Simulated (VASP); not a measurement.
Data:

```xyz
2
Lattice="2.9337 0.0000 0.0000 0.0000 2.9337 0.0000 0.0000 0.0000 2.9337" Properties=species:S:1:pos:R:3 pbc="T T T"
Zn     1.4668     1.4668     1.4668
Cu     0.0000     0.0000     0.0000
```

Level of theory: revPBE GGA, VASP's PBE PAW potentials (set 64) (plane waves; VASP 6.6.1). Settings: 520 eV cut-off, 12×12×12 Γ-centred mesh, first-order Methfessel-Paxton smearing of 0.10 eV, potentials Zn Cu.

Problem. Give the stress tensor in GPa (positive for a compressed cell).

Solution. 
```
7.78  0.00  0.00
0.00  7.78  0.00
0.00  0.00  7.78
```
The pressure is its mean diagonal, 7.78 GPa.

The compound is CuZn in the CsCl type structure. This cell is one point of a volume scan, at 0.94 of the reference volume. The electron count is odd and the run is not spin-polarised, which forces a metal.
